**Squeezing and stretching copper: reading the pressure curve**

A block of copper resists being squeezed and resists being pulled apart. The table follows both for a perfect crystal, computed with the PBE density functional. Pressure $p$ is positive when the crystal is compressed and negative when it is held stretched, and the volume $V$ is counted per atom.

VASP 6.6.1, plane-wave DFT with the PBE functional and the recommended PAW potentials, for face-centred cubic copper without spin polarisation. All runs use a 520 eV plane-wave cutoff, a 20 × 20 × 20 k-point mesh for the one-atom cell and Gaussian smearing of 0.1 eV. Pressure is positive in compression.

| volume (Å³/atom) | shortest distance (Å) | pressure (GPa) |
| --- | --- | --- |
| 10.924 | 2.491 | 16.490 |
| 11.284 | 2.518 | 9.950 |
| 11.644 | 2.544 | 4.510 |
| 11.957 | 2.567 | 0.860 |
| 12.001 | 2.570 | 0.000 |
| 12.364 | 2.596 | -3.800 |
| 12.724 | 2.620 | -6.830 |
| 13.084 | 2.645 | -9.430 |

**(a) Why does the pressure fall as the volume grows, and why does it fall ever more slowly?**

*Solution.* Pressure is the downhill slope of the energy, $p=-\mathrm{d}E/\mathrm{d}V$, and it is the balance of a push and a pull. The push comes from the electrons. Confined to less space, they gain kinetic energy, and the filled d shells of neighbouring atoms repel each other when they overlap. The pull is the electrical attraction between the electrons and the ions.

The push depends more steeply on volume than the pull does. In a simple electron gas, the kinetic part of the pressure goes as $V^{-5/3}$ and the attractive part as $V^{-4/3}$; the overlap of filled shells changes faster still. On compression the push therefore runs ahead of the pull, and each further step costs more pressure than the last. This is the standard picture of metallic bonding. The table gives only the total pressure, so it doesn't show the parts separately.

The total behaves as the picture says. Between the two smallest volumes the curve is about 2.5 times as steep as between the two largest, although the volume grows by only a fifth over the whole series. The metal also keeps its electronic character. In the same calculations, the upper d level at the L point, on the boundary of the Brillouin zone, lies 1.7 eV below the Fermi level at 11.284 Å³ and 1.5 eV below it at 12.724 Å³. These d states stay full, so stretching the crystal between these volumes doesn't switch their bonding on or off.

The same reasoning carries over to another metal that is squeezed without changing its crystal structure or electronic state: a smooth curve, steeper on the compressed side. A kink that belongs to the metal itself calls for a special event, such as a new crystal structure or the collapse of a magnetic moment.

**(b) Does any row leave the smooth curve, and by how much?**

*Solution.* The pressures fall at every step, so the column looks orderly at first sight. The slopes reveal more. Going down the table, the curve should keep flattening, yet it suddenly steepens between 11.957 and 12.001 Å³, to almost 20 GPa per Å³, before flattening again. One of these two rows must be out of place.

A straight line between the rows on either side of 11.957 Å³ gives a first estimate. From 11.644 to 12.001 Å³ the mean slope is −12.6 GPa per Å³, and the pressure at the far end is zero. At 11.957 Å³ the line therefore gives

$$p \approx 12.6\times(12.001-11.957)\ \text{GPa}\approx 0.55\ \text{GPa}.$$

Since the true curve sags below such a line, the pressure should be slightly lower than this. The table has 0.86 GPa.

A cubic curve drawn through the rows at 11.284, 11.644, 12.364 and 12.724 Å³ takes the sag into account. It gives 0.50 GPa, so the row at 11.957 Å³ is too high by 0.36 GPa. The row at 12.001 Å³ wasn't used to draw the curve either, yet it lies within about 0.01 GPa of it. The break therefore belongs to 11.957 Å³ alone; the printed output after this text gives the comparison.

**(c) Is the kink a property of copper or of the calculation, and does it matter?**

*Solution.* Suppose first that the pressure is right and the stated volume is wrong. Near this row the smooth curve falls by about 11.5 GPa per Å³, so the crystal would have to be smaller than stated by

$$\Delta V=\frac{0.36}{11.5}\ \text{Å}^3\approx 0.03\ \text{Å}^3.$$

Squeezing the crystal also raises the Fermi level, here by about 1 eV for each Å³ removed. A volume error of this size would thus lift the Fermi level by some 30 meV. The computed level lies only 1 meV from its own smooth curve, on the low side, so the stated volume is sound.

Suppose next that copper really changes at this volume. A change in the electrons strong enough to disturb the pressure should normally leave a mark on the Fermi level or the energy as well. The Fermi level shows none. The energy at 11.957 Å³ follows its smooth curve just as closely as the energy at 12.001 Å³ does. This second test is sharp despite the small energies involved. The extra pressure, acting over the gap between the two rows, would change the energy by about 0.1 meV, whereas their distances from the curve differ by only about 0.001 meV.

What remains is an error in the computed stress, from which the pressure is taken. Stress is more easily disturbed than energy. The self-consistent energy is stationary with respect to the electrons' wavefunctions, so a small error in them changes it only in second order, like a ball displaced slightly at the bottom of a bowl. The stress has no such protection and generally changes in first order. Slightly imperfect wavefunctions can thus give a good energy and a poor pressure. A sizeable error in the density itself is less likely, since it would be expected to shift the Fermi level too.

The origin of the row fits this explanation. It comes from a band-structure calculation, which had a looser convergence threshold, fewer bands, a different minimisation algorithm and a different setting for mixing the density than the rows that define the smooth curve. The algorithm alone is unlikely to be at fault, because the row at 12.001 Å³ used the same one, with a tighter threshold, and lies on the curve. Incomplete convergence is a plausible culprit, but that is a guess: the other settings changed together. Repeating this volume with the settings of its neighbours would show whether they are to blame at all, and changing them one at a time would show which one.

The error is small, about 1.4 % of the whole pressure range, but its effect depends on what the pressures are used for. The bulk modulus, $B=-V\,\mathrm{d}p/\mathrm{d}V$, measures stiffness and needs a slope. Across the narrow gap after the faulty row it comes out as 234 GPa; across the wider interval from 11.644 to 12.364 Å³, which skips that row, it is about 139 GPa. A pressure error that hardly shows on a plot can thus make copper look far too stiff when it is divided by a very small change in volume.

Output of the analysis:

```
Change from the row above:
     row  slope in GPa per Å³  bulk modulus in GPa
  11.284               -18.17                201.7
  11.644               -15.11                173.2
  11.957               -11.66                137.6
  12.001               -19.55                234.1
  12.364               -10.47                127.5
  12.724               -8.417                105.6
  13.084               -7.222                 93.2
slope from 11.644 straight to 12.001 in GPa per Å³: -12.63
first slope divided by last slope: 2.515
bulk modulus from 11.644 to 12.364 in GPa: 138.5
smooth pressure expected at 11.957 in GPa: 0.5009
excess pressure at 11.957 in GPa: 0.3591
excess pressure at the control row 12.001 in GPa: 0.01212
excess at 11.957 in percent of the whole pressure range: 1.385
volume error that would explain the excess in Å³ per atom: 0.03111
Fermi level shift from such a volume error in meV: 31.58
Fermi level miss at 11.957 in meV: -1.015
Fermi level miss at 12.001 in meV: -0.4297
free energy miss at 11.957 in meV: 0.04689
free energy miss at 12.001 in meV: 0.04767
energy from the excess pressure acting from 11.957 to 12.001 in meV: 0.09861
upper d level at L below the Fermi level at 11.284 in eV: 1.656
upper d level at L below the Fermi level at 12.724 in eV: 1.545
```
